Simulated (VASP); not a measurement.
**SiN with vdW-DF: from relaxation to properties**

Aim: relax SiN, then compute properties on the relaxed cell. The steps: rough relaxation of the start cell, full relaxation (vdW-DF), density, ELF and potential (vdW-DF), bands along the symmetry lines (vdW-DF), total and projected DOS (vdW-DF), volume scan with vdW-DF, fit for vdW-DF, band structure (r2SCAN) and bands along the symmetry lines (TB-mBJ). The cell is invented: it takes the structure of a Materials Project entry for HfTiN2 (space group 166 there), with some of its atoms replaced by other elements, volume scaled by an estimate. It may not be a known or stable phase.

Method: vdW-DF; plane waves and PAW (Si, N), in the first sound run; inputs show where later runs differ, in VASP 6.6.1.

Report form: the programs' logs are mostly left out.

**1. The structure**

Before any relaxation, the start is as follows. Symmetry: R-3m, No. 166, trigonal system. Conventional cell: a = 3.396 Å, b = 3.396 Å, c = 16.438 Å, α = 90.00°, β = 90.00°, γ = 120.00°. Nearest to Si lie 6 N at 2.37 Å. Nearest to Si lie 6 N at 2.41 Å. Nearest to N lie 6 Si at 2.37 to 2.41 Å. It derives from HfTiN2. it takes the structure of a Materials Project entry for HfTiN2 (space group 166 there), with some of its atoms replaced by other elements, volume scaled by an estimate. Farther neighbours and most contacts between anions are not listed.

Coordinates:

```cif
data_structure
_symmetry_space_group_name_H-M 'R-3m:H'
_symmetry_Int_Tables_number 166
_cell_length_a 3.3963
_cell_length_b 3.3963
_cell_length_c 16.4377
_cell_angle_alpha 90.000
_cell_angle_beta 90.000
_cell_angle_gamma 120.000
_cell_volume 164.20
loop_
_atom_site_label
_atom_site_type_symbol
_atom_site_symmetry_multiplicity
_atom_site_Wyckoff_symbol
_atom_site_fract_x
_atom_site_fract_y
_atom_site_fract_z
_atom_site_occupancy
Si1 Si 3 b 0.66667 0.33333 0.83333 1
Si2 Si 3 a 0.00000 0.00000 0.00000 1
N1 N 6 c 0.33333 0.66667 0.91477 1
```

**2. Rough relaxation of the start cell**

The start is only an estimate, so a cheap relaxation brings it near a minimum before any careful run. The first vdW-DF uses revPBE exchange and tends to overestimate distances. LUSE_VDW switches on a nonlocal correlation term for dispersion.

The input, INCAR:

```
SYSTEM = SiN
PREC = Normal
ENCUT = 520
EDIFF = 1E-05
NELM = 60
ISMEAR = 0
SIGMA = 0.05
LREAL = .FALSE.
ALGO = Fast
GGA = RE
AGGAC = 0
LUSE_VDW = .TRUE.
LASPH = .TRUE.
NBANDS = 15
LORBIT = 11
LWAVE = .FALSE.
LCHARG = .FALSE.
KPAR = 2
IBRION = 2
NSW = 40
ISIF = 3
EDIFFG = -0.04
```

The input, POSCAR:

```
SiN
1.0
    1.6981540000      0.9804300000      5.4792250000
   -1.6981540000      0.9804300000      5.4792250000
    0.0000000000     -1.9608600000      5.4792250000
Si N
2 2
Direct
    0.5000000000      0.5000000000      0.5000000000
    0.0000000000      0.0000000000      0.0000000000
    0.2481062900      0.2481062900      0.2481062900
    0.7518937100      0.7518937100      0.7518937100
```

The input, KPOINTS:

```
Automatic mesh
0
Gamma
6 6 6
0 0 0
```

PAW data sets: Si and N (PBE family, release 64).

Run with:

```bash
> mpirun -np 2 vasp_std
```

Elapsed: 12 min, on 2 MPI ranks of Intel Xeon 6975P-C (Granite Rapids), shared host; peak memory 0.76 GiB.

The k-mesh is coarse for a metal. This relaxation is a rough one on cheap settings, only to bring the start near its minimum. The PAW data sets were made with PBE, which is usual practice but a small mismatch for other functionals. After so large a change of volume the plane waves of the start cell no longer fit, so the final stress carries a basis-set error. The run keeps the 12 symmetry operations of its start, so it cannot find a distortion of lower symmetry.

Relaxation path (22 of 26):

| step | energy less that of the first step (eV) | largest force (eV/Å) | pressure (GPa) | volume (Å³) |
| --- | --- | --- | --- | --- |
| 1 | 0.0000 | 0.3494 | -26.38 | 54.73 |
| 2 | -1.5708 | 0.8097 | 6.73 | 38.75 |
| 3 | -1.5975 | 0.7902 | 0.38 | 40.11 |
| 5 | -1.9581 | 0.9418 | 4.35 | 39.53 |
| 6 | -1.5900 | 2.8308 | 16.64 | 38.66 |
| 7 | -2.0197 | 0.3577 | 6.30 | 39.33 |
| 8 | -2.0256 | 0.0376 | 7.15 | 39.24 |
| 9 | -2.0373 | 0.0519 | 7.13 | 39.27 |
| 11 | -2.0750 | 1.0918 | 7.54 | 39.53 |
| 12 | -2.1287 | 1.1139 | 6.41 | 39.75 |
| 13 | -2.2719 | 1.1511 | 3.04 | 40.39 |
| 14 | -2.4613 | 1.3789 | -1.70 | 41.63 |
| 15 | -2.4731 | 1.4854 | -4.52 | 43.91 |
| 16 | -2.4992 | 1.4966 | -4.40 | 43.17 |
| 18 | -2.6734 | 0.2101 | -3.39 | 41.81 |
| 19 | -2.6743 | 0.1130 | -3.25 | 41.70 |
| 20 | -2.6882 | 0.2058 | -1.29 | 41.12 |
| 21 | -2.6947 | 0.3316 | 1.67 | 40.33 |
| 22 | -2.7037 | 0.2475 | 1.21 | 40.27 |
| 24 | -2.7207 | 0.0625 | 0.19 | 40.13 |
| 25 | -2.7207 | 0.0735 | 0.13 | 40.12 |
| 26 | -2.7213 | 0.0056 | 0.17 | 40.15 |

| cell as run | before | after | change |
| --- | --- | --- | --- |
| a (Å) | 5.820 | 5.907 | +1.5 % |
| b (Å) | 5.820 | 5.907 | +1.5 % |
| c (Å) | 5.820 | 5.907 | +1.5 % |
| α (°) | 33.93 | 28.01 | -17.4 % |
| β (°) | 33.93 | 28.01 | -17.4 % |
| γ (°) | 33.93 | 28.01 | -17.4 % |
| volume (Å³/atom) | 13.68 | 10.04 | -26.6 % |

The atoms that moved most (Å, as changes of fractional coordinates times the final cell):

| atom | dx | dy | dz | length |
| --- | --- | --- | --- | --- |
| N3 | 0.000 | 0.000 | -0.398 | 0.398 |
| N4 | 0.000 | 0.000 | 0.398 | 0.398 |

Final coordinates:

```
Si N
1.0
     1.42962    0.82539    5.67156
    -1.42962    0.82539    5.67156
     0.00000   -1.65079    5.67156
Si N
2 2
Direct
  0.50000 0.50000 0.50000
  0.00000 0.00000 0.00000
  0.22473 0.22473 0.22473
  0.77527 0.77527 0.77527
```

Numbers from this step:

```
electrons                       : 18
bands                           : 15
irreducible k-points            : 32
symmetry operations             : 12
free energy (TOTEN)             : -19.46 eV
energy at zero smearing         : -19.46 eV
Fermi energy                    : 9.334 eV
pressure                        : 0.1650 GPa
metallic                        : yes
SCF cycles over all ionic steps : 172
```

It ends with a largest force of 0.006 eV/Å and a pressure of 0.16 GPa.

**3. Full relaxation (vdW-DF)**

Properties are meant for the cell that this level of theory prefers, so cell and atoms are relaxed first (ISIF = 3) until forces and stress are small; EDIFFG sets the threshold.

The input, INCAR:

```
SYSTEM = SiN
PREC = Accurate
ENCUT = 520
EDIFF = 1E-06
NELM = 100
ISMEAR = 0
SIGMA = 0.05
LREAL = .FALSE.
ALGO = Normal
GGA = RE
AGGAC = 0
LUSE_VDW = .TRUE.
LASPH = .TRUE.
NBANDS = 15
LORBIT = 11
LWAVE = .FALSE.
LCHARG = .FALSE.
KPAR = 2
IBRION = 2
NSW = 60
ISIF = 3
EDIFFG = -0.01
```

The input, POSCAR:

```
SiN
1.0
    1.4296234784      0.8253936843      5.6715601806
   -1.4296234784      0.8253936843      5.6715601806
    0.0000000000     -1.6507873686      5.6715601806
Si N
2 2
Direct
    0.5000000000      0.5000000000      0.5000000000
    0.0000000000      0.0000000000      0.0000000000
    0.2247320487      0.2247320487      0.2247320487
    0.7752679513      0.7752679513      0.7752679513
```

The input, KPOINTS:

```
Automatic mesh
0
Gamma
9 9 9
0 0 0
```

Run with:

```bash
> mpirun -np 2 vasp_std
```

The job ended after 6.3 min (2 MPI ranks; peak memory 1.7 GiB).

Step by step:

| step | energy less that of the first step (eV) | largest force (eV/Å) | pressure (GPa) | volume (Å³) |
| --- | --- | --- | --- | --- |
| 1 | 0.0000 | 0.0162 | 0.30 | 40.15 |
| 2 | -0.0002 | 0.0564 | -0.28 | 40.26 |
| 3 | -0.0003 | 0.0310 | -0.08 | 40.23 |
| 4 | -0.0004 | 0.0089 | 0.05 | 40.21 |

| conventional cell, symmetrised | before | after | change |
| --- | --- | --- | --- |
| a (Å) | 2.859 | 2.857 | -0.1 % |
| b (Å) | 2.859 | 2.857 | -0.1 % |
| c (Å) | 17.015 | 17.060 | +0.3 % |
| volume (Å³/atom) | 10.04 | 10.05 | +0.1 % |

Final coordinates:

```
Si N
1.0
     1.42872    0.82487    5.68662
    -1.42872    0.82487    5.68662
     0.00000   -1.64975    5.68662
Si N
2 2
Direct
  0.50000 0.50000 0.50000
  0.00000 0.00000 0.00000
  0.22469 0.22469 0.22469
  0.77531 0.77531 0.77531
```

This step gave:

- irreducible k-points: 85
- Fermi energy: 9.339 eV
- pressure: 0.05336 GPa
- SCF cycles over all ionic steps: 28

It ends with a largest force of 0.009 eV/Å and a pressure of 0.05 GPa.

**4. Density, ELF and potential (vdW-DF)**

A single point on the relaxed cell gives a clean self-consistent state, with density, ELF and potential written out.

Edit INCAR of step 3 so:

```diff
@@ -16,7 +16,5 @@
 LWAVE = .FALSE.
-LCHARG = .FALSE.
-KPAR = 2
-IBRION = 2
-NSW = 60
-ISIF = 3
-EDIFFG = -0.01
+LCHARG = .TRUE.
+ISIF = 2
+LELF = .TRUE.
+LVHAR = .TRUE.
```

The input, POSCAR:

```
SiN
1.0
    1.4287217471      0.8248730692      5.6866222688
   -1.4287217471      0.8248730692      5.6866222688
    0.0000000000     -1.6497461383      5.6866222688
Si N
2 2
Direct
    0.5000000000      0.5000000000      0.5000000000
    0.0000000000      0.0000000000      0.0000000000
    0.2246857559      0.2246857559      0.2246857559
    0.7753142441      0.7753142441      0.7753142441
```

KPOINTS is that of step 3.

Run with:

```bash
> mpirun -np 2 vasp_std
```

Elapsed: 95 s, on 2 MPI ranks; peak memory 1 GiB; 3.1 min of CPU time.

Numbers from this step:

* SCF cycles: 14
* bands: 16
* pressure: 0.04747 GPa

Valence electrons inside each PAW sphere by angular momentum. Sphere charges, by row:

| atom | s (e) | p (e) | d (e) | tot (e) |
| --- | --- | --- | --- | --- |
| Si1 | 0.621 | 0.836 | 0 | 1.458 |
| Si2 | 0.99 | 0.474 | 0 | 1.464 |
| N3 | 1.266 | 2.511 | 0 | 3.777 |
| N4 | 1.266 | 2.511 | 0 | 3.777 |

ELF in the ac plane of the conventional cell at fractional y = 0.000, with atoms of Si and N within 0.2 Å of it. It is the smooth field of the valence electrons, not physical close to the nuclei.

Ten even steps from '0' (0.04) to '9' (0.82), each cell a mean:
```
67887543468887
33333445443333
00026899985200
11224678753211
67887532357887
46998521258986
76654322334567
22357889886532
11246778775421
00013455542100
12357788876532
01355544455421
12456655566531
12346777775421
00013445442100
12357889887532
22346778775432
88764321235778
36998521369985
67766433356776
00125789864210
00025799874200
45443333334445
67898743579986
```
Columns run along a (2.9 Å), rows up along c (17.1 Å), edges of the conventional cell, whose origin can differ from the input's. Atoms in or near the plane, at fractional coordinates: Si at (0.00, 0.50), Si at (0.00, 0.00), N at (0.00, 0.22), N at (0.00, 0.78).

Electrostatic potential energy in the ac plane of the conventional cell at fractional y = 0.000, with atoms of Si and N within 0.2 Å of it. With pseudopotentials it is smooth inside the atoms' cores, unlike the true potential.

Ten even steps from '_' (-66 eV) to '@' (2 eV), each cell a mean:
```
....--**%%@@@@@@@@@@##++::..
%%@@@@@@@@@@@@@@@@@@@@@@@@@@
@@@@@@@@@@@@@@@@@@@@@@@@@@@@
@@@@@@@@%%%%%%##%%%%@@@@@@@@
++**##%%%%%%%%%%%%%%%%%%##++
----==%%@@@@@@@@@@@@@@##----
%%@@@@@@@@@@@@@@@@@@@@@@@@@@
@@@@@@@@%%%%%%##%%%%%%@@@@@@
@@@@@@@@@@%%%%%%%%%%@@@@@@@@
@@@@@@@@@@@@@@@@@@@@@@@@@@@@
##%%%%@@@@@@@@@@@@@@@@@@%%%%
____..==%%@@@@@@@@%%##--..__
....--**%%@@@@@@@@@@%%++::..
@@@@@@@@@@@@@@@@@@@@@@@@@@@@
@@@@@@@@@@@@@@@@@@@@@@@@@@@@
@@@@@@@@%%%%%%##%%%%%%@@@@@@
@@@@@@@@@@%%%%%%%%%%@@@@@@@@
####%%@@@@@@@@@@@@@@@@@@%%##
--::--##@@@@@@@@@@@@@@**--::
####%%@@%%%%%%##%%%%%%@@%%##
@@@@@@@@@@%%%%%%%%%%@@@@@@@@
@@@@@@@@@@@@@@@@@@@@@@@@@@@@
##%%%%@@@@@@@@@@@@@@@@@@%%%%
____..==##%%@@@@@@%%##--..__
```
Columns run along a (2.9 Å; values clipped at the 3rd and 97th percentile), rows up along c (17.1 Å), edges of the conventional cell, whose origin can differ from the input's. Atoms in or near the plane, at fractional coordinates: Si at (0.00, 0.50), Si at (0.00, 0.00), N at (0.00, 0.22), N at (0.00, 0.78).

Valence density in the ac plane of the conventional cell at fractional y = 0.000, with atoms of Si and N within 0.2 Å of it. It is the smooth field of the valence electrons, not physical close to the nuclei.

Ten steps, logarithmic in the rise over the least value, from '_' (0.0 e/Å³) to '@' (3.5 e/Å³), each cell a mean:
```
----==++====------========--
--------==============------
::::--==++++******++==--::::
----====++++****++++======--
%%%%##****++======++**##%%%%
@@@@@@##**==----==++**%%@@@@
****++++==----------==++++**
------==================----
::::----==============----::
..::::----==========----::::
========++++******++++======
__::==++++++++++++++++++==::
::--==++++++++++++++++++==--
----====++++++**++++++====--
..::::----==========--::::::
::----========++======------
------==================----
####**++==--------====**####
@@@@@@##**++==--==++**%%@@@@
######**++++======++++**####
------==++++******++====----
::::----==++******++==--::::
============================
__--==++====----====++++==::
```
Columns run along a (2.9 Å), rows up along c (17.1 Å), edges of the conventional cell, whose origin can differ from the input's. Atoms in or near the plane, at fractional coordinates: Si at (0.00, 0.50), Si at (0.00, 0.00), N at (0.00, 0.22), N at (0.00, 0.78).

In this run the pressure is 0.05 GPa, small enough to go on.

**5. Bands along the symmetry lines (vdW-DF)**

Levels along the symmetry lines show where the bands peak and cross; KPOINTS_OPT computes them in the converged potential.

Edit INCAR of step 4 so:

```diff
@@ -13,8 +13,6 @@
 LASPH = .TRUE.
-NBANDS = 15
+NBANDS = 23
 LORBIT = 11
 LWAVE = .FALSE.
-LCHARG = .TRUE.
-ISIF = 2
-LELF = .TRUE.
-LVHAR = .TRUE.
+LCHARG = .FALSE.
+KPAR = 2
```

POSCAR is that of step 4.

KPOINTS is that of step 4.

The input, KPOINTS_OPT:

```
Line mode
16
Line-mode
Reciprocal
  0.00000000   0.00000000   0.00000000 GAMMA
  0.50000000   0.00000000   0.00000000 L

  0.50000000   0.00000000   0.00000000 L
  0.50000000   0.18069397  -0.18069397 B1

  0.81930603   0.50000000   0.18069397 B
  0.50000000   0.50000000   0.50000000 Z

  0.50000000   0.50000000   0.50000000 Z
  0.00000000   0.00000000   0.00000000 GAMMA

  0.00000000   0.00000000   0.00000000 GAMMA
  0.34034698   0.00000000  -0.34034698 X

  0.65965302   0.34034698   0.00000000 Q
  0.50000000   0.50000000   0.00000000 F

  0.50000000   0.50000000   0.00000000 F
  0.65965302   0.65965302   0.18069397 P1

  0.65965302   0.65965302   0.18069397 P1
  0.50000000   0.50000000   0.50000000 Z

  0.50000000   0.00000000   0.00000000 L
  0.81930603   0.34034698   0.34034698 P
```

Run with:

```bash
> mpirun -np 2 vasp_std
```

The job ended after 3.4 min (2 MPI ranks; peak memory 1.7 GiB).

This step gave:

* SCF cycles: 13
* bands: 23
* pressure: 0.05679 GPa

The electronic bands at the labelled points (eV, zero at the Fermi level; # counts the bands kept):

| point | #4 | #5 | #6 | #7 | #8 | #9 | #10 | #11 |
| --- | --- | --- | --- | --- | --- | --- | --- | --- |
| Γ | -2.01 | -2.01 | -1.22 | -1.22 | 5.06 | 6.04 | 7.15 | 7.51 |
| 0.47 of the way | -3.20 | -2.40 | -1.39 | -1.12 | 2.82 | 4.19 | 6.33 | 6.69 |
| L | -5.42 | -4.12 | -1.91 | -0.96 | 0.67 | 2.49 | 5.32 | 5.86 |
| 0.47 of the way | -5.61 | -4.32 | -3.82 | -0.41 | 0.89 | 2.38 | 3.20 | 7.67 |
| B1 | -5.49 | -4.01 | -3.48 | -2.03 | 0.01 | 1.11 | 4.60 | 7.49 |
| jump to B | -5.49 | -4.01 | -3.48 | -2.03 | 0.01 | 1.11 | 4.60 | 7.49 |
| 0.53 of the way | -4.74 | -2.74 | -2.16 | 0.04 | 3.19 | 3.40 | 5.10 | 6.81 |
| Z | -1.99 | -1.25 | -1.25 | 0.86 | 3.41 | 5.94 | 7.93 | 8.11 |
| 0.53 of the way | -2.00 | -1.23 | -1.23 | -0.62 | 4.39 | 5.95 | 7.60 | 7.71 |
| Γ | -2.01 | -2.01 | -1.22 | -1.22 | 5.06 | 6.04 | 7.15 | 7.51 |
| 0.53 of the way | -4.12 | -2.98 | -1.77 | -0.65 | 1.98 | 2.94 | 4.79 | 6.83 |
| X | -5.42 | -4.28 | -3.41 | -1.94 | 0.57 | 0.61 | 4.55 | 7.48 |
| jump to Q | -5.42 | -4.28 | -3.41 | -1.94 | 0.57 | 0.61 | 4.55 | 7.48 |
| 0.53 of the way | -4.38 | -3.29 | -3.15 | -2.37 | -0.43 | 2.23 | 4.78 | 6.10 |
| F | -4.31 | -4.20 | -2.31 | -1.71 | -0.96 | 4.28 | 4.35 | 4.78 |
| 0.53 of the way | -4.19 | -4.16 | -2.48 | -1.72 | -0.67 | 3.92 | 4.66 | 4.82 |
| P1 | -4.23 | -4.17 | -2.52 | -1.75 | -0.21 | 3.56 | 4.91 | 4.92 |
| 0.53 of the way | -3.54 | -3.18 | -1.28 | 0.26 | 2.85 | 4.44 | 6.21 | 6.25 |
| Z | -1.99 | -1.25 | -1.25 | 0.86 | 3.41 | 5.94 | 7.93 | 8.11 |
| jump to L | -5.42 | -4.12 | -1.91 | -0.96 | 0.67 | 2.49 | 5.32 | 5.86 |
| 0.47 of the way | -4.93 | -4.14 | -1.87 | -1.51 | 0.51 | 2.77 | 5.19 | 5.52 |
| P | -4.23 | -4.17 | -2.52 | -1.75 | -0.21 | 3.56 | 4.91 | 4.92 |

Of the projections kept (Si, N), the largest for each band there; the rest of the weight can lie on other orbitals:

| point | #4 | #5 | #6 | #7 | #8 | #9 | #10 | #11 |
| --- | --- | --- | --- | --- | --- | --- | --- | --- |
| Γ | N 1.00 | N 1.00 | N 0.86 | N 0.86 | N 0.61 | N 0.55 | Si 0.71 | Si 0.99 |
| L | Si 0.50 | N 0.74 | N 0.95 | N 0.58 | N 0.56 | Si 0.64 | Si 0.88 | N 0.53 |
| B1 | N 0.62 | N 0.54 | N 0.73 | Si 0.62 | Si 0.57 | N 0.65 | Si 0.73 | N 0.52 |
| B | N 0.62 | N 0.54 | N 0.73 | Si 0.62 | Si 0.57 | N 0.65 | Si 0.73 | N 0.52 |
| Z | N 0.99 | N 0.86 | N 0.86 | N 0.90 | N 0.52 | Si 0.55 | Si 0.60 | Si 0.99 |
| Γ | N 1.00 | N 1.00 | N 0.86 | N 0.86 | N 0.61 | N 0.55 | Si 0.71 | Si 0.99 |

There is no gap at this level.

Of the bands kept, 2 cross the Fermi level on this path.

**6. Total and projected DOS (vdW-DF)**

Here the states are counted by energy and projected on the atoms. The mesh is finer than in the run before.

Edit INCAR of step 5 so:

```diff
@@ -5,3 +5,3 @@
 NELM = 100
-ISMEAR = 0
+ISMEAR = -5
 SIGMA = 0.05
@@ -18 +18,2 @@
 KPAR = 2
+NEDOS = 2001
```

POSCAR is that of step 5.

The input, KPOINTS:

```
Automatic mesh
0
Gamma
13 13 13
0 0 0
```

Run with:

```bash
> mpirun -np 2 vasp_std
```

The job ended after 4.5 min (2 MPI ranks; peak memory 1.9 GiB; 9 min of CPU time).

With tetrahedra the forces and stress of a metal are not exact derivatives of the energy.

This step gave:

```
SCF cycles             : 15
irreducible k-points   : 231
Fermi energy           : 9.328 eV
pressure               : -0.02414 GPa
DOS at the Fermi level : 0.9133 states/eV/cell
```

The density of states has structure finer than the step of the table below, so its rows give means over 1 eV, whole bins alone (the curve runs from -12.0 to 7.99 eV). Peaks (eV: height): total -8.7: 2.78, -7.5: 2.92, -2.2: 2.28, -1.2: 2.43; N p -4.5: 0.728, -4.1: 0.845, -2.2: 1.11, -1.2: 1.32; Si p -4.1: 0.286, 4.8: 0.656, 6.7: 0.337, 7.5: 0.356; Si s -8.7: 0.721, -7.5: 0.373, 6.9: 0.405, 7.5: 0.299.

States under -12.0 eV and over 8.0 eV are left out. Table of density of states by energy, zero at the Fermi level; means over each step; values in states/eV/cell:

| energy (eV) | total | N p | Si p | Si s |
| --- | --- | --- | --- | --- |
| -11 | 0.0890 | 0.00873 | 0.00124 | 0.0289 |
| -10 | 0.263 | 0.0258 | 0.00810 | 0.0787 |
| -9 | 1.54 | 0.289 | 0.0585 | 0.383 |
| -8 | 0.639 | 0.154 | 0.0566 | 0.0945 |
| -7 | 1.19 | 0.322 | 0.103 | 0.141 |
| -6 | 1.47 | 0.450 | 0.137 | 0.135 |
| -5 | 1.46 | 0.482 | 0.165 | 0.114 |
| -4 | 1.81 | 0.701 | 0.220 | 0.0708 |
| -3 | 1.79 | 0.776 | 0.159 | 0.0669 |
| -2 | 1.86 | 0.903 | 0.101 | 0.0989 |
| -1 | 1.46 | 0.683 | 0.0795 | 0.155 |
| 0 | 0.962 | 0.339 | 0.132 | 0.0626 |
| 1 | 0.876 | 0.236 | 0.178 | 0.0473 |
| 2 | 0.600 | 0.0907 | 0.164 | 0.0373 |
| 3 | 0.832 | 0.0818 | 0.252 | 0.0627 |
| 4 | 1.37 | 0.145 | 0.468 | 0.0605 |
| 5 | 1.28 | 0.149 | 0.450 | 0.0423 |
| 6 | 0.960 | 0.100 | 0.211 | 0.0981 |
| 7 | 1.56 | 0.295 | 0.228 | 0.275 |

The finer mesh and the other smearing move the Fermi level by -0.01 eV from the 9×9×9 run, a small shift, which tests the Fermi level alone. Of the states within 0.3 eV of the Fermi level, the largest shares in the PAW spheres are N p 34 %, Si p 15 % and Si s 5 %. The rest lies in smaller channels or between the spheres.

**7. Volume scan with vdW-DF, volume scale 0.94**

An equation of state needs energies on both sides of the minimum, all on one mesh and cutoff.

Edit INCAR of step 6 so:

```diff
@@ -5,3 +5,3 @@
 NELM = 100
-ISMEAR = -5
+ISMEAR = 0
 SIGMA = 0.05
@@ -13,3 +13,3 @@
 LASPH = .TRUE.
-NBANDS = 23
+NBANDS = 15
 LORBIT = 11
@@ -18,2 +18,2 @@
 KPAR = 2
-NEDOS = 2001
+ISIF = 2
```

The input, POSCAR:

```
SiN
1.0
    1.3995559767      0.8080342000      5.5705361800
   -1.3995559767      0.8080342000      5.5705361800
    0.0000000000     -1.6160684000      5.5705361800
Si N
2 2
Direct
    0.5000000000      0.5000000000      0.5000000000
    0.0000000000      0.0000000000      0.0000000000
    0.2246857559      0.2246857559      0.2246857559
    0.7753142441      0.7753142441      0.7753142441
```

The input, KPOINTS:

```
Automatic mesh
0
Gamma
9 9 9
0 0 0
```

Run with:

```bash
> mpirun -np 2 vasp_std
```

Elapsed: 2 min, on 2 MPI ranks; peak memory 1.6 GiB; 4.1 min of CPU time.

The scan keeps the cell's shape and the fractional positions fixed.

This step gave:

```yaml
scf_cycles: 13
bands: 15
irreducible_k_points: 85
free_energy_toten: -19.37 eV
energy_at_zero_smearing: -19.37 eV
fermi_energy: 10.22 eV
pressure: 12.55 GPa
```

Force by atom:

| atom | x (eV/Å) | y (eV/Å) | z (eV/Å) | size |
| --- | --- | --- | --- | --- |
| Si1 | 0.000 | 0.000 | 0.000 | 0.000 |
| Si2 | 0.000 | 0.000 | 0.000 | 0.000 |
| N3 | 0.000 | 0.000 | 0.524 | 0.524 |
| N4 | 0.000 | 0.000 | -0.524 | 0.524 |

The pressure here is 12.55 GPa.

[end of part 1 of 2]

[Lines on the potential files, build, host, timing and source positions are cut from VASP's logs without a mark.]

[Logs are printed without paths, hosts, clocks, repeated set-up lines and the standing remarks that a program may print on its own settings, such as how far it seeks lower states.]

[Hosts, paths, dates, database ids (printed as entryN), source tags and the programs' standing remarks are cut or masked in the printed files.]

[A measured line is paired with the nearest computed mode of its activity, which favours agreement.]
